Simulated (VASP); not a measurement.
Consider the following.

```
CELL_PARAMETERS angstrom
      1.44846    -2.50880     0.00000
      1.44846     2.50880     0.00000
      0.00000     0.00000     4.58416
ATOMIC_POSITIONS crystal
  Ti 0.33333 0.66667 0.25000
  Ti 0.66667 0.33333 0.75000
```

Computed with MS2 meta-GGA, VASP's PBE PAW potentials (set 64) (plane waves; VASP). Settings: 520 eV cut-off, 14×14×8 Γ-centred mesh, first-order Methfessel-Paxton smearing of 0.10 eV, potentials Ti_sv.

Task: Predict the energy per atom (σ→0), pressure, band gap (on the k-mesh) with the smallest direct gap where there is one.

Result: 
The band gap (on the k-mesh) comes out as none (metal, semimetal or under 0.01 eV). The energy per atom (σ→0) is -12.603 eV/atom and the pressure is 3.82 GPa.

Total energies compare only between runs with the same potentials, cut-off and functional.

The compound is Ti in the hcp structure. This cell is one point of a volume scan, at 0.97 of the reference volume.
